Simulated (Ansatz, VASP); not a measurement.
## VSeS (1T-VSSe, 1 layer) in two plane-wave programs

Wanted: the spread between two codes on one cell, functional and k mesh. The structure shown is the start of the Ansatz relaxation below; VASP solves that cell, so the two are compared at the walk's first step.

Main program and level: Ansatz 0.2.0; plane waves, with VASP 6.6.1 beside it; single point at PBE.

### 1. Starting point

The cell holds 3 atoms: 1 Se, 1 V and 1 S. Its edges and angles: a = 3.250 Å, b = 3.250 Å, c = 20.366 Å, α = 90.0°, β = 90.0°, γ = 120.0°. Vacuum lies along c.

### 2. Ansatz: relaxation, PBE

Ansatz runs on its default PAW (the set named soft_2) files.

The two programs are compared at the cell with which this relaxation starts, whose forces are those of its first step.

File input.yaml:

```yaml
crystal:
  lattice:
    - [3.25, 0.0, 0.0]
    - [-1.625, 2.8145825623, 0.0]
    - [0.0, 0.0, 20.3660927899]
  atoms:
    - { symbol: Se, position: [0.6666666667, 0.3333333333, 0.4173603689] }
    - { symbol: V, position: [0.0, 0.0, 0.5055182648], spin: 1.0 }
    - { symbol: S, position: [0.3333333333, 0.6666666667, 0.5826396311] }
magnetization:
  spin_polarized: true
kpoints:
  mp_grid: { grid: [12, 12, 1] }
hamiltonian:
  xc: pbe
scf:
  occupations: { method: fermi_dirac, width: 0.05 }
  convergence: { dr2_threshold: 1.0e-08 }
efield:
  axis: 3
  dipole_correction: true
  ramp_position: 0.97
  ramp_width: 0.04
relax:
  f_tol: 0.01
  cell: { fix: [c, alpha, beta] }
output:
  write_potential: true
  write_density: true
  volumetric_format: npy
```

The run is started by

```bash
$ ansatz run input.yaml --threads 4 --pin off --max-ram 8192MiB --backend cpu --events-out ev --progress --plain --runs-dir out
```

Numbers of over 12 decimals in the logs are rounded to 6 here.

The log of the run:

```text
Warning: relax.cell: scf.convergence.dr2_threshold = 1e-8 eV is looser than the 3e-10 eV advised for a relaxation that steers and ends on the stress (1e-10 eV for each atom of the cell: 3). What an SCF threshold leaves in a stress goes as its square root, and in the free energy as the threshold itself, and one threshold admits the most on a small cell: [figures from the program's tests cut] Set scf.convergence.dr2_threshold to 3e-10 eV or tighter. The threshold is an SCF's pass mark: one that does not reach it within its budget of iterations ends unconverged, or closes short of it on a stop that the run arms, and scf.convergence.dr2_threshold's page says what that costs each kind of run
Engine: ansatz 0.2.0, x86_64-unknown-linux-gnu
Pseudopotentials: kind: paw
Pseudopotential: Se, paw, valence charge 16, recommended cutoff 420 eV (normal), Se.paw.azcp
Pseudopotential: V, paw, valence charge 13, recommended cutoff 420 eV (normal), V.paw.azcp
Pseudopotential: S, paw, valence charge 6, recommended cutoff 420 eV (normal), S.paw.azcp
Functional definition: PBE
  parameter kappa = 0.804
  parameter beta = 0.066725
  exchange = pbe_x(kappa = kappa, mu = beta*pi^2/3)
  correlation = pbe_c(beta = beta)
Crystal: 3 atoms, lattice volume = 186.297 Å³
Basis set: ecut = 420 eV, 3705 PW (Γ), exchange–correlation on 48×48×288 points (8 copies of the dense FFT grid, shifted against one another)
Bands: 22, of which v1, the nominal top of the filled ones, is band 18 counted from 1 (17 counted from 0)
Symmetry: 6 space group operations
k-points: 19 of 144 (time reversal used)
Non-local potential: Se, projectors of the file, l = 0: 2, l = 1: 2, l = 2: 3, l = 3: 1
Non-local potential: V, projectors of the file, l = 0: 3, l = 1: 2, l = 2: 3, l = 3: 1
Non-local potential: S, projectors of the file, l = 0: 2, l = 1: 2, l = 2: 2
PAW form: soft (Blöchl's): semilocal exchange-correlation on the pseudo side does not see the compensation charge
PAW one-centre angular grid: Se, 590 points (default); XC on 64 Gauss nodes
PAW one-centre angular grid: V, 590 points (default); XC on 64 Gauss nodes
PAW one-centre angular grid: S, 110 points (default); XC on 64 Gauss nodes
Initial density: superposition of atomic densities (neutral atoms: chi_scale 0, normalization atom)
Starting moments: Σ|m| = 1 μB on 1 of 3 sites
Initial wavefunctions: pseudopotential atomic-orbital guess
Functional: x = pbe(κ = 0.804, μ = 0.219515), c = pbe(β = 0.066725)
SCF iter   1: F=—  HF=-9286.381969 eV  |F-HF|=—  |Δ(HF+E_count)|=         —  Δρ=1.73e-2 (↑1.73e-2 ↓1.26e-2)  dr2=2.37e0  dr2_m=3.62e-2  M=0.716 μB ∫|m|=0.959 μB  β_m=1.00  ethr=3.10e-3  p=0.000 e·Å  D=7.58e-7 V/Å  ΔV_dip=-0.00 eV  dr2_dipole=1.45e-1  V_vac-E_F(+/−)=6.34/6.34 eV  ⟨swp⟩=9.1  Hψ=4595  notcnv=0
Mixer restart at iter 1: flushing history
efield: sawtooth ramp at fractional position 0.9700 (set: `efield.ramp_position`, or a place that a band, a saddle search or an elastic batch's reference lends), width 0.0400; the density the first Hamiltonian is built on has a dipole p = 0.000 e·Å; the dipole correction subtracts the counter field D = 7.58e-7 V/Å, which shifts the + side's vacuum level by -0.00 eV against the − side's; the planar-averaged density in the ramp window peaks in size at 1.0e-5 e/Å³
preconditioner: auto → LDOS  [metal: Δε(μ)=0.043 eV  Ē_g=7.220 eV  σ=0.050 eV  W_gap=0.21  n_scr=12 (ndim 8)  ℏωp=11.2 eV  f_vac=0.653  D(μ)=1.16/eV (n_scr^D=6)]
spin=Collinear: LDOS preconditioning applied to the charge; magnetization (m = ρ↑ − ρ↓) channel mixes plain (no charge-response kernel on spin).
SCF iter   2: F=—  HF=-9285.729177 eV  |F-HF|=—  |Δ(HF+E_count)|=   6.53e-1  Δρ=8.07e-3 (↑7.16e-3 ↓8.07e-3)  dr2=5.20e-1  dr2_m=9.23e-4  M=0.720 μB ∫|m|=1.006 μB  β_m=0.92  ethr=3.10e-3  p=-0.024 e·Å  D=-2.31e-2 V/Å  ΔV_dip=0.47 eV  dr2_dipole=1.70e-2  V_vac-E_F(+/−)=5.89/5.42 eV  ⟨swp⟩=2.0  Hψ=1493  notcnv=0  κ⁻¹=1.0e0(r=1)
SCF iter   3: F=—  HF=-9285.590757 eV  |F-HF|=—  |Δ(HF+E_count)|=   1.38e-1  Δρ=3.29e-3 (↑3.12e-3 ↓3.29e-3)  dr2=6.14e-2  dr2_m=3.54e-4  M=0.728 μB ∫|m|=1.029 μB  β_m=1.00  ethr=1.49e-3  p=-0.035 e·Å  D=-3.43e-2 V/Å  ΔV_dip=0.70 eV  dr2_dipole=1.13e-4  V_vac-E_F(+/−)=5.60/4.90 eV  ⟨swp⟩=2.0  Hψ=1254  notcnv=0  κ⁻¹=3.1e-2(r=2)
SCF iter   4: F=—  HF=-9285.608525 eV  |F-HF|=—  |Δ(HF+E_count)|=         —  Δρ=1.80e-3 (↑1.80e-3 ↓1.45e-3)  dr2=8.45e-3  dr2_m=1.32e-3  M=0.707 μB ∫|m|=0.973 μB  β_m=1.00  ethr=1.75e-4  p=-0.033 e·Å  D=-3.23e-2 V/Å  ΔV_dip=0.66 eV  dr2_dipole=9.65e-5  V_vac-E_F(+/−)=5.56/4.91 eV  ⟨swp⟩=3.0  Hψ=1226  notcnv=0  κ⁻¹=3.1e-2(r=2)
[...]
efield: sawtooth ramp at fractional position 0.9700 (set: `efield.ramp_position`, or a place that a band, a saddle search or an elastic batch's reference lends), width 0.0400; the density the first Hamiltonian is built on has a dipole p = -0.025 e·Å; the dipole correction subtracts the counter field D = -2.42e-2 V/Å, which shifts the + side's vacuum level by +0.49 eV against the − side's; the planar-averaged density in the ramp window peaks in size at 6.8e-6 e/Å³
preconditioner: auto → LDOS  [metal: Δε(μ)=0.109 eV  Ē_g=7.046 eV  σ=0.050 eV  W_gap=0.46  n_scr=10 (ndim 8)  ℏωp=11.1 eV  f_vac=0.678  D(μ)=1.45/eV (n_scr^D=6)]
spin=Collinear: LDOS preconditioning applied to the charge; magnetization (m = ρ↑ − ρ↓) channel mixes plain (no charge-response kernel on spin).
SCF iter   2: F=—  HF=-9285.907912 eV  |F-HF|=—  |Δ(HF+E_count)|=   1.40e-3  Δρ=5.74e-5 (↑5.74e-5 ↓5.74e-5)  dr2=5.46e-7  dr2_m=1.56e-10  M=0.694 μB ∫|m|=0.906 μB  β_m=1.00  ethr=3.19e-9  p=-0.025 e·Å  D=-2.42e-2 V/Å  ΔV_dip=0.49 eV  dr2_dipole=9.47e-13  V_vac-E_F(+/−)=5.45/4.96 eV  ⟨swp⟩=2.8  Hψ=1518  notcnv=0  κ⁻¹=1.0e0(r=1)
SCF iter   3: F=—  HF=-9285.909720 eV  |F-HF|=—  |Δ(HF+E_count)|=   1.81e-3  Δρ=1.55e-5 (↑1.55e-5 ↓1.55e-5)  dr2=4.76e-8  dr2_m=9.99e-11  M=0.694 μB ∫|m|=0.906 μB  β_m=1.00  ethr=1.56e-9  p=-0.025 e·Å  D=-2.42e-2 V/Å  ΔV_dip=0.49 eV  dr2_dipole=2.07e-11  V_vac-E_F(+/−)=5.45/4.96 eV  ⟨swp⟩=3.2  Hψ=1377  notcnv=0  κ⁻¹=1.3e-1(r=2)
SCF iter   4: F=—  HF=-9285.910000 eV  |F-HF|=—  |Δ(HF+E_count)|=   2.81e-4  Δρ=2.35e-6 (↑2.35e-6 ↓2.30e-6)  dr2=1.04e-8  dr2_m=2.05e-10  M=0.694 μB ∫|m|=0.906 μB  β_m=1.00  ethr=1.36e-10  p=-0.025 e·Å  D=-2.42e-2 V/Å  ΔV_dip=0.49 eV  dr2_dipole=2.88e-11  V_vac-E_F(+/−)=5.45/4.96 eV  ⟨swp⟩=3.1  Hψ=1338  notcnv=0  κ⁻¹=1.5e-2(r=3)
SCF iter   5: F=-9285.910019 eV  HF=-9285.910018 eV  |F-HF|=1.79e-6  |Δ(HF+E_count)|=   1.73e-5  Δρ=5.98e-7 (↑5.98e-7 ↓4.98e-7)  dr2=1.87e-9  dr2_m=4.05e-11  M=0.694 μB ∫|m|=0.906 μB  ethr=2.86e-11  p=-0.025 e·Å  D=-2.42e-2 V/Å  ΔV_dip=0.49 eV  dr2_dipole=7.03e-11  V_vac-E_F(+/−)=5.45/4.96 eV  ⟨swp⟩=10.8  Hψ=5268  notcnv=0
SCF 6 converged in 5 iterations: F = -9285.910019 eV  dr2 = 1.87e-9
relax step   6: F+E_penalty+E_count = -9285.91001945 eV  Δ(F+E_penalty+E_count) = -1.465e-4 eV  max|allowed force component| = 3.506e-4 eV/Å  Δτ_max = 0.0000 Å  P = +0.005 GPa  Ω = 189.354 Å³  fix = [c, alpha, beta]  reactions: c +0.001 GPa  stress off target by 7.37e-3 GPa on what of the cell is left free  SCF on the basis re-selected at this cell (its energy is not comparable with the rows above)  (5 SCF iters)
basis re-selected at this cell: Δ(F+E_penalty+E_count) = -1.465e-4 eV, ΔP = +0.002 GPa vs the last step (what re-selecting the basis moved, of the pressure what is left beyond the Pulay correction that the steps carried, after the strain that the cell walked since its last selection, with what the two solves' SCF thresholds leave and, on support functions, any second-order correction that the steps lacked; it is no m [...]
WARN: The output density's exchange-correlation potential varies sharply where the density is thin. Do not read a vacuum level from v_tot or v_xc, or from such a field of the output density. On a cell that repeats whose density bears no net charge and no dipole along the vacuum's axis use v_es (v_loc + v_h of the components); under efield.dipole_correction with no amplitude use v_es + v_field, which holds any externa [...]
SCF converged after 5 iterations
Stability not checked: this state was not tested for a lower state beside it, because the mixer in use, unlike msr1, does not test its closes by its own steps (another_mixer; see scf.mixing.algorithm and scf.lower_state_search)
Magnetization: 0.6935 μB (17.8468 up, 17.1532 down)
Absolute magnetization: 0.9032 μB (∫|ρ↑−ρ↓|, with the PAW one-centre terms)
Spin contamination: 0.0260 ħ² per cell (⟨S²⟩ above its minimum at these occupations)
Per-site moments (μB) at R_I (Å): [(-0.051478, 1.032830), (0.627023, 0.968346), (-0.010780, 0.968346)]
Free energy (F): -9285.910019 eV
Harris-Foulkes:  -9285.910018 eV  (|F-HF|=1.79e-6)
Internal energy: -9285.897845 eV  (E = F + TS)
E sigma→0 (E₀):  -9285.903932 eV
Entropy (-TS):   -0.012174 eV (-4.058 meV/atom)
Fermi energy:    -0.698512 eV
Dipole field:    D = -0.024236 V/Å  (p = -0.025362 e·Å, saw-weighted, corrected)
Work function:   Φ+ = 5.4519 eV   Φ− = 4.9583 eV
Levels:          The Fermi level and band energies are counted from a zero that moves with the ramp; work functions are not
--- Per-component energies (eV) ---
  E_band       = -953.272020
  E_kinetic    = 560.690303
  E_local      = -28800.214659  (includes V_loc(G=0)·N_el)
  E_nonlocal   = -613.334468
  E_hartree    = 14116.791290
  E_xc         = -331.736475
  E_vxc        = -350.911866  (∫ρ·V_xc dr)
  E_paw        = -3623.836881  (= ΣΔE_a)
  E_vpaw       = 17.069789  (= ΣTr[D̂ρ^β])
  E_aug_tail   = -0.000334  (compensation charges beyond the density's cutoff)
  E_efield     = 0.000307  (sawtooth field / dipole correction)
  E_vefield    = -0.158023  (∫n·V_field dr)
  E_ewald      = 9405.743070
  E_smearing   = -0.012174  (= −TS)
  E_closure    = 0.000000  (closes the sum)
  Σ components = -9285.910019   (vs F -9285.910019, Δ=0.00e0)
--- Forces (eV/Å), atoms counted from 1 ---
  atom   1  Se     0.00000000     0.00000000    -0.00022389
  atom   2  V      0.00000000    -0.00000000    -0.00013103
  atom   3  S      0.00000000    -0.00000000     0.00034840
  max |Σ_I F_I| component: 6.52e-6 eV/Å
--- Stress (GPa, compression-positive) ---
        0.007368       0.000000       0.000000
        0.000000       0.007368      -0.000000
       -0.000000      -0.000000       0.000916
  P = ⅓ Tr σ = 0.0052 GPa (0.052 kbar)
--- Band table (eV; the first three rows and the last of 38) ---
  k-point 0 ↑: bands = [... 14 lower, -2.8925, -1.1858, -1.1858, -0.7859, 0.0024, 0.0024, 2.5422, 2.5422]
  k-point 1 ↑: bands = [... 14 lower, -2.6076, -1.5322, -1.3697, -0.9202, -0.0120, 0.1199, 2.1144, 2.4488]
  k-point 2 ↑: bands = [... 14 lower, -2.6953, -2.2606, -1.6929, -1.0656, -0.0059, 0.2441, 1.5136, 2.2823]
  k-point 18 ↓: bands = [... 14 lower, -4.0497, -3.4790, -3.4434, 0.4451, 0.4773, 0.4863, 1.8643, 2.1625]
--- Relaxed structure (5 steps of the walk, 5 accepted, 1 SCFs on fresh bases) ---
  F+E_penalty+E_count = -9285.91001945 eV   max|allowed force component| = 3.506e-4 eV/Å   (the final SCF, on the basis selected at the relaxed cell)
  cell:  # Å, volume = 189.3539 Å³
    - [3.276558, 0.0, 0]
    - [-1.638279, 2.837583, 0]
    - [0, 0, 20.3660927899]
  atoms:
    - { symbol: Se, position: [0.666667, 0.333333, 0.425395] }
    - { symbol: V, position: [3.870991733034358e-19, 0, 0.505936] }
    - { symbol: S, position: [0.333333, 0.666667, 0.574188] }
```

In the SCF lines HF is the Harris–Foulkes energy and dr2 the Hartree energy of the density residual, in eV; the loop may stop once dr2 is under the threshold and the program's other checks hold. Hψ counts applications of the Hamiltonian.

(Part 1 of 2 ends here.)

[Lines on the potential files, build, host, timing and source positions are cut from VASP's logs without a mark.]

[Logs are printed without paths, hosts, clocks, repeated set-up lines and the standing remarks that a program may print on its own settings, such as how far it seeks lower states.]

[Hosts, paths, dates, database ids (printed as entryN), source tags and the programs' standing remarks are cut or masked in the printed files.]
